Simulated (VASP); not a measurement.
Here is a VASP 6.6.1 calculation.

File INCAR:

```
PREC = Accurate
ENCUT = 520
EDIFF = 1E-7
ISMEAR = 0
SIGMA = 0.1
LREAL = False
LASPH = True
NELM = 120
ALGO = Normal
ISIF = 3
LWAVE = False
LCHARG = False
GGA = PE
IBRION = 2
NSW = 60
EDIFFG = -0.005
POTIM = 0.3
KPAR = 8
```

File KPOINTS:

```
Automatic mesh
0
Gamma
  12 12 2
```

Contents of POSCAR:

```
MoH6                                    
1.0
    2.8297694794     -0.0000000000     -0.0000000000
   -1.4148847448      2.4506522550      0.0000000000
   -0.0000000000      0.0000000000     21.0435073799
  H               Mo            
    12     2
Direct
     0.0000000000000000    0.0000000000000000    0.8964455041529971
     0.0000000000000000    0.0000000000000000    0.1035544958470031
     0.6666666699999979    0.3333333300000021    0.6443883615624389
     0.6666666699999979    0.3333333300000021    0.6088594357670324
     0.3333333300000021    0.6666666699999979    0.7718646124368291
     0.3333333300000021    0.6666666699999979    0.7363281942231051
     0.0000000000000000    0.0000000000000000    0.4822450762312165
     0.0000000000000000    0.0000000000000000    0.5177549237687834
     0.6666666699999979    0.3333333300000021    0.2281353875631709
     0.6666666699999979    0.3333333300000021    0.2636718057768951
     0.3333333300000021    0.6666666699999979    0.3556116384375610
     0.3333333300000021    0.6666666699999979    0.3911405642329677
     0.6666666699999979    0.3333333300000021    0.9455205438737431
     0.3333333300000021    0.6666666699999979    0.0544794561262571
```

Potentials or basis: VASP PAW PBE potentials, release 64 (H, Mo_sv).

The run is started by

```bash
$ cat potpaw_PBE.64/H/POTCAR potpaw_PBE.64/Mo_sv/POTCAR > POTCAR
$ mpirun -np 8 vasp_std > vasp.out
```

Problem. What does it give for the relaxed cell?

Solution. a = 2.831 Å, b = 2.831 Å, c = 21.439 Å, α = 90.00°, β = 90.00°, γ = 120.00°.

Problem. Estimate the relaxed volume.

Solution. 10.63 Å³/atom.

Problem. Estimate the space group after relaxing (to 0.05 Å).

Solution. P-3m1 (No. 164).

Problem. What does it give for the band gap on the k mesh?

Solution. None (metal or under the smearing width).

Forces in eV/Å, atoms in the order of the input:
```
H    0.000  0.000  0.001
H    0.000  0.000 -0.001
H    0.000  0.000  0.002
H    0.000  0.000  0.000
H    0.000  0.000  0.004
H    0.000  0.000  0.004
H    0.000  0.000  0.001
H    0.000  0.000 -0.001
H    0.000  0.000 -0.004
H    0.000  0.000 -0.004
H    0.000  0.000 -0.002
H    0.000  0.000  0.000
Mo   0.000  0.000  0.003
Mo   0.000  0.000 -0.003
```
